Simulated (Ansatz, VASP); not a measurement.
**Cross-check of Lu3TlC between VASP and Ansatz**

Aim: how closely do two programs agree when they are given the same cell, functional and k mesh? The cell is taken from a series of runs on this material, whose earlier steps may have relaxed, scaled, displaced or heated it; both programs get it as it stands.

Method: plane waves, with VASP 6.6.1 beside it; relaxation of cell and atoms at PBEsol, in Ansatz 0.2.0.

### 1. The starting structure

It takes space group Pm-3m (No. 221, cubic). The conventional cell has a = 4.712 Å, b = 4.712 Å, c = 4.712 Å, α = 90.00°, β = 90.00°, γ = 90.00°. Lu has 2 C at 2.36 Å and 8 Lu at 3.33 Å and 4 Tl at 3.33 Å nearest. Nearest to Tl lie 12 Lu at 3.33 Å. Nearest to C lie 6 Lu at 2.36 Å. Farther neighbours are not listed.

### 2. Ansatz: relaxation of cell and atoms, PBEsol

Ansatz runs on its PAW soft_1 files.

The relaxed volume is the usual yardstick between codes: in a stiff, nearly cubic crystal its relative difference is about their pressure difference at one cell divided by the bulk modulus.

The input, input.yaml:

```yaml
crystal:
  lattice:
    - [4.71229544, 0.0, 0.0]
    - [0.0, 4.71229544, 0.0]
    - [0.0, 0.0, 4.71229544]
  atoms:
    - { symbol: Lu, position: [0.5, 0.0, 0.5] }
    - { symbol: Lu, position: [0.0, 0.5, 0.5] }
    - { symbol: Lu, position: [0.5, 0.5, 0.0] }
    - { symbol: Tl, position: [0.0, 0.0, 0.0] }
    - { symbol: C, position: [0.5, 0.5, 0.5] }
kpoints:
  mp_grid: { grid: [8, 8, 8] }
hamiltonian:
  xc: pbesol
  pseudopotentials: { kind: paw, azcp: { folder: soft_1 }, xc_functional: pbe }
scf:
  occupations: { method: methfessel_paxton, width: 0.2 }
output:
  forces: true
  stress: true
  eigenvalues: true
relax:
  adjacent_minimum: "off"
  f_tol: 0.001
  max_steps: 60
  cell: { stress_tol: 0.01 }
```

On the command line:

```
$ ansatz run input.yaml --threads 4 --pin off --max-ram 10240MiB --backend cpu --events-out ev --progress --plain --runs-dir out
```

Numbers of over 12 decimals in the logs are rounded to 6 here.

Log:

```text
Engine: ansatz 0.2.0, aarch64-unknown-linux-gnu
Pseudopotentials: kind: paw
Pseudopotential: Lu, paw, valence charge 25, recommended cutoff 420 eV (normal), soft_1/Lu.paw.azcp
Pseudopotential: Tl, paw, valence charge 13, recommended cutoff 420 eV (normal), soft_1/Tl.paw.azcp
Pseudopotential: C, paw, valence charge 4, recommended cutoff 420 eV (normal), soft_1/C.paw.azcp
Functional definition: PBEsol
  exchange = pbesol_x
  correlation = pbesol_c
Crystal: 5 atoms, lattice volume = 104.640 Å³
Basis set: ecut = 420 eV, 2103 PW (Γ), exchange–correlation on 64×64×64 points (8 copies of the dense FFT grid, shifted against one another)
Bands: 56, of which v1, the nominal top of the filled ones, is band 46 counted from 1 (45 counted from 0)
Symmetry: 48 space group operations
Space group: Pm-3m (ITA 221), of the structure as read, at distance tolerance 4.7e-5 Å
k-points: 35 of 512
Non-local potential: Lu, projectors of the file, l = 0: 3, l = 1: 2, l = 2: 2, l = 3: 3
Non-local potential: Tl, projectors of the file, l = 0: 2, l = 1: 2, l = 2: 2, l = 3: 1
Non-local potential: C, projectors of the file, l = 0: 2, l = 1: 2, l = 2: 1
PAW form: soft (Blöchl's): semilocal exchange-correlation on the pseudo side does not see the compensation charge
PAW frozen core: Lu, regenerated for the run's functional, and the local potential with it (the file was generated under x = pbe(κ = 0.804, μ = 0.219515), c = pbe(β = 0.066725))
PAW frozen core: Tl, regenerated for the run's functional, and the local potential with it (the file was generated under x = pbe(κ = 0.804, μ = 0.219515), c = pbe(β = 0.066725))
PAW frozen core: C, regenerated for the run's functional, and the local potential with it (the file was generated under x = pbe(κ = 0.804, μ = 0.219515), c = pbe(β = 0.066725))
PAW one-centre angular grid: Lu, 590 points (default); XC on 64 Gauss nodes
PAW one-centre angular grid: Tl, 590 points (default); XC on 64 Gauss nodes
PAW one-centre angular grid: C, 110 points (default); XC on 64 Gauss nodes
Initial density: superposition of atomic densities (chi_scale 0.1, normalization cell, long waves kept (reshape's long-wave potential 0.00 eV rms))
Initial wavefunctions: pseudopotential atomic-orbital guess
Functional: x = pbesol(κ = 0.804, μ = 0.123457), c = pbesol(β = 0.046)
SCF iter   1: F=—  HF=-55385.143669 eV  |F-HF|=—  |Δ(HF+E_count)|=         —  Δρ=5.78e-2  dr2=6.97e0  ethr=3.10e-3  ⟨swp⟩=6.9  Hψ=8539  notcnv=0
preconditioner: auto → Kerker (q_TF=auto, 2.670 Å⁻¹)  [metal: Δε(μ)=0.068 eV  Ē_g=12.511 eV  σ=0.200 eV  W_gap=0.28  n_scr=32 (ndim 8)  ℏωp=33.7 eV  f_vac=0.000  D(μ)=1.25/eV (n_scr^D=6)]
SCF iter   2: F=—  HF=-55383.802619 eV  |F-HF|=—  |Δ(HF+E_count)|=    1.34e0  S|Δr|=    0.00e0  Δρ=2.56e-2  dr2=1.38e0  ethr=3.10e-3  ⟨swp⟩=3.5  Hψ=4167  notcnv=0  defer=103
SCF iter   3: F=—  HF=-55383.537511 eV  |F-HF|=—  |Δ(HF+E_count)|=   2.65e-1  S|Δr|=    0.00e0  Δρ=1.13e-2  dr2=2.11e-1  ethr=1.50e-3  ⟨swp⟩=2.6  Hψ=3890  notcnv=0  defer=107
SCF iter   4: F=—  HF=-55383.511262 eV  |F-HF|=—  |Δ(HF+E_count)|=   2.62e-2  S|Δr|=    0.00e0  Δρ=9.13e-3  dr2=9.44e-2  ethr=2.29e-4  ⟨swp⟩=3.0  Hψ=4830  notcnv=0  defer=107
SCF iter   5: F=—  HF=-55383.451340 eV  |F-HF|=—  |Δ(HF+E_count)|=   5.99e-2  S|Δr|=    0.00e0  Δρ=2.42e-3  dr2=8.68e-3  ethr=1.03e-4  ⟨swp⟩=3.1  Hψ=4659  notcnv=0  defer=105
SCF iter   6: F=—  HF=-55383.449556 eV  |F-HF|=—  |Δ(HF+E_count)|=   1.78e-3  S|Δr|=    0.00e0  Δρ=8.84e-4  dr2=1.57e-3  ethr=9.43e-6  ⟨swp⟩=2.6  Hψ=3524  notcnv=0  defer=105
SCF iter   7: F=—  HF=-55383.449128 eV  |F-HF|=—  |Δ(HF+E_count)|=   4.28e-4  S|Δr|=    0.00e0  Δρ=3.37e-4  dr2=1.36e-4  ethr=1.71e-6  ⟨swp⟩=2.4  Hψ=3735  notcnv=0  defer=105
SCF iter   8: F=—  HF=-55383.449080 eV  |F-HF|=—  |Δ(HF+E_count)|=   4.81e-5  S|Δr|=    0.00e0  Δρ=1.12e-4  dr2=1.31e-5  ethr=1.48e-7  ⟨swp⟩=2.7  Hψ=3622  notcnv=0  defer=105
SCF iter   9: F=—  HF=-55383.448993 eV  |F-HF|=—  |Δ(HF+E_count)|=   8.69e-5  S|Δr|=    0.00e0  Δρ=5.40e-5  dr2=2.31e-6  ethr=1.42e-8  ⟨swp⟩=3.1  Hψ=4336  notcnv=0  defer=105
SCF iter  10: F=—  HF=-55383.448992 eV  |F-HF|=—  |Δ(HF+E_count)|=   5.21e-7  S|Δr|=    0.00e0  Δρ=1.44e-5  dr2=2.06e-7  ethr=2.51e-9  ⟨swp⟩=2.6  Hψ=3675  notcnv=0  defer=105
[...]
SCF 1 converged in 11 iterations: F = -55383.448992 eV  dr2 = 2.26e-8
  greatest PAW one-centre occupation: 0.998 electrons in one spin orbital (limit 2), on the Lu atom at site 1 (counted from 0), in its partial waves of l = 0
relax step   1: F+E_penalty+E_count = -55383.44899240 eV  Δ(F+E_penalty+E_count) = +0.000e0 eV  max|allowed force component| = 8.209e-29 eV/Å  Δτ_max = 0.0000 Å  P = -0.002 GPa  Ω = 104.640 Å³  (11 SCF iters, dr2 threshold 1.00e-7 eV, accepted)
Initial density: handed on by an earlier stage of this run
Initial wavefunctions: pseudopotential atomic-orbital guess (no wavefunctions were taken with the density)
iter 1 solved again at ethr=5.23e-7 eV; its pass at ethr=3.10e-3 eV (dr2=4.81e-4 eV) is discarded
SCF iter   1: F=—  HF=-55383.449083 eV  |F-HF|=—  |Δ(HF+E_count)|=         —  Δρ=9.12e-6  dr2=6.29e-8  ethr=5.23e-7  ⟨swp⟩=4.9  Hψ=16794  notcnv=0
eigensolver tolerance schedule: the retry pair's looser diagonalisation over-reported the residual by 7646.65 of it (diagonalisation noise at an unbounded share of the residual, at the tolerance the schedule requests for it); recorded, not acted on — ethr = c·dr2/N_el stays at c = 1.0e-1
preconditioner: auto → Resta (q_TF=auto, 2.670 Å⁻¹)  ε∞=7.9  [insulator: Δε(μ)=0.140 eV  Ē_g=12.775 eV  σ=0.200 eV  W_gap=0.51  n_scr=32 (ndim 8)  ℏωp=33.7 eV  f_vac=0.000  D(μ)=0.44/eV (n_scr^D=0)  ε∞_Penn≈7.9]
SCF iter   2: F=—  HF=-55383.448992 eV  |F-HF|=—  |Δ(HF+E_count)|=   9.01e-5  S|Δr|=    0.00e0  Δρ=4.45e-6  dr2=1.04e-8  ethr=6.84e-11  ⟨swp⟩=4.9  Hψ=7477  notcnv=0
SCF iter   3: F=—  HF=-55383.448992 eV  |F-HF|=—  |Δ(HF+E_count)|=  8.73e-11  S|Δr|=    0.00e0  Δρ=2.14e-6  dr2=2.22e-9  ethr=1.14e-11  ⟨swp⟩=2.0  Hψ=3209  notcnv=0
SCF iter   4: F=—  HF=-55383.448992 eV  |F-HF|=—  |Δ(HF+E_count)|=  8.00e-10  S|Δr|=    0.00e0  Δρ=1.31e-6  dr2=1.53e-9  ethr=2.42e-12  ⟨swp⟩=3.4  Hψ=4732  notcnv=0
SCF iter   5: F=—  HF=-55383.448992 eV  |F-HF|=—  |Δ(HF+E_count)|=  8.66e-10  S|Δr|=    0.00e0  Δρ=4.17e-7  dr2=1.80e-10  ethr=1.66e-12  ⟨swp⟩=3.2  Hψ=4451  notcnv=0
SCF iter   6: F=—  HF=-55383.448992 eV  |F-HF|=—  |Δ(HF+E_count)|=  1.46e-11  S|Δr|=    0.00e0  Δρ=1.15e-7  dr2=1.22e-11  ethr=1.00e-12  ⟨swp⟩=2.5  Hψ=3375  notcnv=0
SCF iter   7: F=—  HF=-55383.448992 eV  |F-HF|=—  |Δ(HF+E_count)|=  7.28e-12  S|Δr|=    0.00e0  Δρ=9.95e-8  dr2=7.69e-12  ethr=1.00e-12  ⟨swp⟩=1.0  Hψ=1960  notcnv=0
SCF iter   8: F=—  HF=-55383.448992 eV  |F-HF|=—  |Δ(HF+E_count)|=    0.00e0  S|Δr|=    0.00e0  Δρ=5.78e-8  dr2=2.75e-12  ethr=1.00e-12  ⟨swp⟩=1.0  Hψ=1963  notcnv=0
SCF iter   9: F=-55383.448992 eV  HF=-55383.448992 eV  |F-HF|=0.00e0  |Δ(HF+E_count)|=    0.00e0  S|Δr|=    0.00e0  Δρ=1.52e-8  dr2=1.35e-13  ethr=1.00e-12  ⟨swp⟩=8.5  Hψ=12731  notcnv=0
SCF 2 converged in 9 iterations: F = -55383.448992 eV  dr2 = 1.35e-13
  greatest PAW one-centre occupation: 0.998 electrons in one spin orbital (limit 2), on the Lu atom at site 2 (counted from 0), in its partial waves of l = 0
relax step   2: F+E_penalty+E_count = -55383.44899242 eV  Δ(F+E_penalty+E_count) = -2.116e-8 eV  max|allowed force component| = 9.219e-29 eV/Å  Δτ_max = 0.0000 Å  P = -0.002 GPa  Ω = 104.640 Å³  stress off target by 2.01e-3 GPa  SCF on the basis re-selected at this cell (its energy is not comparable with the rows above)  (9 SCF iters)
basis re-selected at this cell: Δ(F+E_penalty+E_count) = -2.116e-8 eV, ΔP = +0.000 GPa vs the last step (what re-selecting the basis moved, of the pressure what is left beyond the Pulay correction that the steps carried, after the strain that the cell walked since its last selection, with what the two solves' SCF thresholds leave and, on support functions, any second-order correction that the steps lacked; it is no m [...]
SCF converged after 9 iterations
Stability not checked: this state was not tested for a lower state beside it, because cold or Methfessel-Paxton smearing, or corrected tetrahedra, fill the levels in a way that the test cannot read (fill_not_monotonic; see scf.lower_state_search)
Free energy (F): -55383.448992 eV
Harris-Foulkes:  -55383.448992 eV  (|F-HF|=0.00e0)
Internal energy: -55383.453287 eV  (E = F + TS)
E sigma→0 (E₀):  -55383.450066 eV
Entropy (-TS):   0.004295 eV (0.859 meV/atom)
Fermi energy:    14.754906 eV
--- Per-component energies (eV) ---
  E_band       = 206.667806
  E_kinetic    = 1617.198247
  E_local      = -21138.434358  (includes V_loc(G=0)·N_el)
  E_nonlocal   = 2390.613004
  E_hartree    = 8851.298861
  E_xc         = -853.239738
  E_vxc        = -942.332560  (∫ρ·V_xc dr)
  E_paw        = -32035.817460  (= ΣΔE_a)
  E_vpaw       = 577.025886  (= ΣTr[D̂ρ^β])
  E_aug_tail   = -0.000078  (compensation charges beyond the density's cutoff)
  E_ewald      = -14218.706852
  E_core_change = 3.635087  (= ΣΔE_core)
  E_smearing   = 0.004295  (= −TS)
  E_closure    = -0.000000  (closes the sum)
  Σ components = -55383.448992   (vs F -55383.448992, Δ=0.00e0)
--- Forces (eV/Å), atoms counted from 1 ---
  atom   1  Lu     0.00000000    -0.00000000    -0.00000000
  atom   2  Lu     0.00000000    -0.00000000    -0.00000000
  atom   3  Lu     0.00000000     0.00000000     0.00000000
  atom   4  Tl    -0.00000000     0.00000000     0.00000000
  atom   5  C      0.00000000    -0.00000000     0.00000000
  max |Σ_I F_I| component: 1.81e-28 eV/Å
--- Stress (GPa, compression-positive) ---
       -0.002009       0.000000       0.000000
        0.000000      -0.002009       0.000000
        0.000000       0.000000      -0.002009
  P = ⅓ Tr σ = -0.0020 GPa (-0.020 kbar)
--- Band table (eV; the first three rows and the last of 35) ---
  k-point 0: bands = [... 42 lower, 14.1730, 14.3134, 14.3134, 14.8795, 14.8795, 14.8795, 17.0273, 17.0273, ... 6 higher]
  k-point 1: bands = [... 42 lower, 14.0885, 14.4640, 14.5524, 14.7801, 14.7801, 14.9208, 16.2062, 17.2017, ... 6 higher]
  k-point 2: bands = [... 42 lower, 13.9153, 13.9153, 14.5555, 14.5555, 14.8976, 15.0293, 16.1029, 17.6520, ... 6 higher]
  k-point 34: bands = [... 42 lower, 10.7016, 14.1034, 14.1034, 14.1034, 16.4552, 16.4552, 16.4552, 17.1818, ... 6 higher]
--- Relaxed structure (1 steps of the walk, 1 accepted, 1 SCFs on fresh bases) ---
  F+E_penalty+E_count = -55383.44899242 eV   max|allowed force component| = 9.219e-29 eV/Å   (the final SCF, on the basis selected at the relaxed cell)
  cell:  # Å, volume = 104.6400 Å³
    - [4.71229544, 0.0, 0.0]
    - [0.0, 4.71229544, 0.0]
    - [0.0, 0.0, 4.71229544]
  atoms:
    - { symbol: Lu, position: [0.5, 0.0, 0.5] }
    - { symbol: Lu, position: [0.0, 0.5, 0.5] }
    - { symbol: Lu, position: [0.5, 0.5, 0.0] }
    - { symbol: Tl, position: [0.0, 0.0, 0.0] }
    - { symbol: C, position: [0.5, 0.5, 0.5] }
```

Reading the cycles: dr2 is the Hartree energy of the density residual (eV), the measure of convergence; HF is the Harris–Foulkes estimate of the energy, which meets the free energy F at convergence.

(Part 1 of 2 ends here.)

[Lines on the potential files, build, host, timing and source positions are cut from VASP's logs without a mark.]

[Logs are printed without paths, hosts, clocks, repeated set-up lines and the standing remarks that a program may print on its own settings, such as how far it seeks lower states.]

[Hosts, paths, dates, database ids (printed as entryN), source tags and the programs' standing remarks are cut or masked in the printed files.]
